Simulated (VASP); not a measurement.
VASP ran on this input.

File POSCAR:
```
NiSi2
1
    0.0000000000     2.6885000000     2.6885000000
    2.6885000000     0.0000000000     2.6885000000
    2.6885000000     2.6885000000     0.0000000000
Si Ni
2 1
Direct
  0.2500000000   0.2500000000   0.2500000000
  0.7500000000   0.7500000000   0.7500000000
  0.0000000000   0.0000000000   0.0000000000
```

KPOINTS:
```
Automatic mesh
0
Gamma
 9 9 9
```

INCAR:
```
LMAXMIX=4
LREAL=F
ALGO=Normal   # blocked Davidson
NELM=100   # most electronic steps
PREC=Accurate
ISMEAR=1
SYSTEM=NiSi2
SIGMA=0.1   # width (eV)
LCHARG=F
ENCUT=300
GGA=PE
EDIFF=1E-6   # SCF stop (eV)
LWAVE=F
LASPH=T
ISIF=2
```

POTCAR, in this order: Si Ni (PBE.64 set). Program: vasp_std.

### Question
Translate this PBE calculation to Ansatz.

### Answer
One equivalent input (not run):
Ansatz 0.2 input:
```yaml
crystal:
  lattice:
    - [0.0000000, 2.6885000, 2.6885000]
    - [2.6885000, 0.0000000, 2.6885000]
    - [2.6885000, 2.6885000, 0.0000000]
  atoms:
    - { symbol: Si, position: [0.2500000, 0.2500000, 0.2500000] }
    - { symbol: Si, position: [0.7500000, 0.7500000, 0.7500000] }
    - { symbol: Ni, position: [0.0000000, 0.0000000, 0.0000000] }
kpoints:
  mp_grid: { grid: [9, 9, 9] }
hamiltonian:
  xc: pbe
  pseudopotentials: { kind: paw }
scf:
  occupations: { method: methfessel_paxton, width: 0.1 }
  max_iter: 100
output: { forces: true, stress: true, eigenvalues: true }
```
What does not carry over: each code has its own PAW files, so the cut-off isn't converted (ENCUT is set for VASP's; basis.ecutwfc is left out, and Ansatz then takes the one that its files recommend); Ansatz stops its SCF on the density residual and VASP on the energy change (EDIFF).

The structure is a typed NiSi2 crystal. The cell was not relaxed at this level.
